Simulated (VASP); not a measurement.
Given:

```yaml
crystal:
  lattice:
    - [0.00000, 2.84399, 2.84399]
    - [2.84399, 0.00000, 2.84399]
    - [2.84399, 2.84399, 0.00000]
  atoms:
    - { symbol: Al, position: [0.00000, 0.00000, 0.00000] }
    - { symbol: As, position: [0.25000, 0.25000, 0.25000] }
```

Method: AM05 GGA, VASP's PBE PAW potentials (set 64) (plane waves; VASP). Numerical set-up: 520 eV cut-off, 9×9×9 Γ-centred mesh, tetrahedra with Blöchl corrections, potentials Al As.

Task: What does the run give for the energy per atom (σ→0)?

Result: 
energy per atom (σ→0): -4.828 eV/atom

Only differences to runs with the same potentials and settings are physical.

The compound is AlAs in the zinc blende structure. It was relaxed first.
